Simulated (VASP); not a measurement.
Output of a VASP run:

**OUTCAR**
```
 ion  position               nearest neighbor table
   1  0.000  0.000  0.000-   2 2.13   2 2.13   2 2.19   2 2.19   2 2.23   2 2.23
   2  0.359  0.692  0.500-   1 2.13   1 2.13   1 2.19   1 2.19   1 2.23   1 2.23
  LATTYP: Found a base centered orthorhombic cell.
 ALAT       =     2.9052560000
 B/A-ratio  =     1.7492344909
 C/A-ratio  =     0.9529941596
 Subroutine PRICEL returns:
 Original cell was already a primitive cell.
 Subroutine GETGRP returns: Found  2 space group operations
The static configuration has the point symmetry C_1h.
The dynamic configuration has the point symmetry C_1h.
 Subroutine INISYM returns: Found  2 space group operations
 Subroutine IBZKPT returns following result:
 Found    595 irreducible k-points:

 Following reciprocal coordinates:
            Coordinates               Weight
  0.000000  0.000000  0.000000      1.000000
  0.076923  0.000000  0.000000      2.000000
  0.000000  0.076923  0.000000      2.000000
  0.153846  0.000000  0.000000      2.000000
  0.000000  0.153846  0.000000      2.000000
  0.230769  0.000000  0.000000      2.000000
  0.000000  0.230769  0.000000      2.000000
  0.307692  0.000000  0.000000      2.000000
  0.000000  0.307692  0.000000      2.000000
  0.384615  0.000000  0.000000      2.000000
  0.000000  0.384615  0.000000      2.000000
  0.461538  0.000000  0.000000      2.000000
  0.000000  0.461538  0.000000      2.000000
  0.076923  0.076923  0.000000      2.000000
  0.153846  0.076923  0.000000      2.000000
  0.076923  0.153846  0.000000      2.000000
  0.230769  0.076923  0.000000      2.000000
  0.076923  0.230769  0.000000      2.000000
  0.307692  0.076923  0.000000      2.000000
  0.076923  0.307692  0.000000      2.000000
  0.384615  0.076923  0.000000      2.000000
  0.076923  0.384615  0.000000      2.000000
  0.461538  0.076923  0.000000      2.000000
  0.076923  0.461538  0.000000      2.000000
 -0.461538  0.076923  0.000000      2.000000
  0.076923 -0.461538  0.000000      2.000000
 -0.384615  0.076923  0.000000      2.000000
  0.076923 -0.384615  0.000000      2.000000
 -0.307692  0.076923  0.000000      2.000000
  0.076923 -0.307692  0.000000      2.000000
 -0.230769  0.076923  0.000000      2.000000
  0.076923 -0.230769  0.000000      2.000000
 -0.153846  0.076923  0.000000      2.000000
  0.076923 -0.153846  0.000000      2.000000
 -0.076923  0.076923  0.000000      2.000000
  0.153846  0.153846  0.000000      2.000000
  0.230769  0.153846  0.000000      2.000000
  0.153846  0.230769  0.000000      2.000000
  0.307692  0.153846  0.000000      2.000000
  0.153846  0.307692  0.000000      2.000000
   k-points           NKPTS =    595   k-points in BZ     NKDIM =    595   number of bands    NBANDS=     13
   number of dos      NEDOS =    301   number of ions     NIONS =      2
   total plane-waves  NPLWV =  13824
   dimension x,y,z NGX =    24 NGY =   24 NGZ =   24
   dimension x,y,z NGXF=    48 NGYF=   48 NGZF=   48
   ions per type =               1   1
   PREC   = accura    normal or accurate (medium, high low for compatibility)
   ISTART =      0    job   : 0-new  1-cont  2-samecut
   ICHARG =      2    charge: 1-file 2-atom 10-const
   ISPIN  =      1    spin polarized calculation?
   LNONCOLLINEAR =      F non collinear calculations
   LSORBIT =      F    spin-orbit coupling
   INIWAV =      1    electr: 0-lowe 1-rand  2-diag
   ENCUT  =  520.0 eV  38.22 Ry    6.18 a.u.   5.44  5.44  5.15*2*pi/ulx,y,z
   NELM   =    100;   NELMIN=  2; NELMDL= -5     # of ELM steps
   EDIFF  = 0.1E-05   stopping-criterion for ELM
   LREAL  =      F    real-space projection
   NLSPLINE    = F    spline interpolate recip. space projectors
   LMAXMIX     =    6 max onsite mixed and CHGCAR
   VOSKOWN=      0    Vosko Wilk Nusair interpolation
   EDIFFG = 0.1E-04   stopping-criterion for IOM
   NSW    =      0    number of steps for IOM
...
```

File OSZICAR:
```
       N       E                     dE             d eps       ncg     rms          rms(c)
DAV:   1     0.111431240058E+03    0.11143E+03   -0.98650E+03 15502   0.155E+03
DAV:   2    -0.214460032216E+02   -0.13288E+03   -0.12927E+03 17670   0.383E+02
DAV:   3    -0.253957220924E+02   -0.39497E+01   -0.39212E+01 18906   0.612E+01
DAV:   4    -0.254328371994E+02   -0.37115E-01   -0.37095E-01 16970   0.629E+00
DAV:   5    -0.254331368791E+02   -0.29968E-03   -0.29967E-03 18225   0.583E-01    0.339E+01
RMM:   6    -0.223507560336E+02    0.30824E+01   -0.72452E+00 19273   0.204E+01    0.997E+00
RMM:   7    -0.223623432144E+02   -0.11587E-01   -0.72851E-01 20397   0.660E+00    0.572E+00
RMM:   8    -0.223453300353E+02    0.17013E-01   -0.93583E-02 20264   0.240E+00    0.700E-01
RMM:   9    -0.223445036734E+02    0.82636E-03   -0.33369E-02 21018   0.120E+00    0.204E-01
RMM:  10    -0.223442369775E+02    0.26670E-03   -0.40940E-03 20309   0.608E-01    0.129E-01
RMM:  11    -0.223442718615E+02   -0.34884E-04   -0.96076E-04 22008   0.247E-01    0.217E-02
RMM:  12    -0.223442837754E+02   -0.11914E-04   -0.13936E-04 21491   0.110E-01    0.220E-02
RMM:  13    -0.223442848204E+02   -0.10450E-05   -0.31103E-05 20782   0.456E-02    0.383E-03
RMM:  14    -0.223442849373E+02   -0.11691E-06   -0.35497E-06 15774   0.200E-02
   1 F= -.22344285E+02 E0= -.22344250E+02  d E =-.105559E-03
```

**OUTCAR**
```
------------------------ aborting loop because EDIFF is reached ----------------------------------------
  FORCE on cell =-STRESS in cart. coord.  units (eV):
  Direction    XX          YY          ZZ          XY          YZ          ZX
  --------------------------------------------------------------------------------------
  Total        1.3448250      0.6345584      4.0644154     -0.4755095      0.0000000      0.0000000
  in kB      105.4180189     49.7417066    318.6010312    -37.2741951      0.0000000      0.0000000
  external PRESSURE =     157.9202522 kB  Pullay stress =       0.0000000 kB
  volume of cell :       20.44
      direct lattice vectors                 reciprocal lattice vectors
     1.452628000 -2.540987000  0.000000000     0.344203747 -0.196773931  0.000000000
     1.452628000  2.540987000  0.000000000     0.344203747  0.196773931  0.000000000
     0.000000000  0.000000000  2.768692000     0.000000000  0.000000000  0.361181381
 POSITION                                       TOTAL-FORCE (eV/Angst)
 -----------------------------------------------------------------------------------
      0.00000      0.00000      0.00000         1.279895     -0.112993      0.000000
      1.52684      0.84700      1.38435        -1.279895      0.112993      0.000000
 -----------------------------------------------------------------------------------
    total drift:                               -0.000358      0.000032      0.000000
  FREE ENERGIE OF THE ION-ELECTRON SYSTEM (eV)
  ---------------------------------------------------
  free  energy   TOTEN  =       -22.3442849373 eV

  energy  without entropy=      -22.3441793778  energy(sigma->0) =      -22.34424975
```
(Selected blocks of OUTCAR.)

File POSCAR:
```
WC
1
    1.4526280000    -2.5409870000     0.0000000000
    1.4526280000     2.5409870000     0.0000000000
    0.0000000000     0.0000000000     2.7686920000
W C
1 1
Direct
  0.0000000000   0.0000000000   0.0000000000
  0.3588770000   0.6922110000   0.5000000000
```

### Question
Write an INCAR and KPOINTS that could have produced this output.

### Answer
One answer among several that fit: the input of the run itself, PBE GGA, plane waves, VASP's PBE PAW potentials (set 64).

KPOINTS:
```
Automatic mesh
0
Gamma
13 13 12
0 0 0
```

**INCAR**
```
SYSTEM=WC
PREC=Accurate; ENCUT=520; LREAL=.False.
LASPH=.True.
EDIFF=1E-6; NELM=100; ALGO=Fast
LMAXMIX=6
ISMEAR=1; SIGMA=0.1
GGA=PE
ISIF=2
LWAVE=.False.; LCHARG=.False.
```

POTCAR, in this order: W_sv C (PBE.64 set). Program: vasp_std.

The compound is WC in the wc structure. The cell was not relaxed at this level, atoms are displaced from their ideal sites. The run is one of a series of settings (ALGO = Fast against the base run), some of them coarse on purpose.
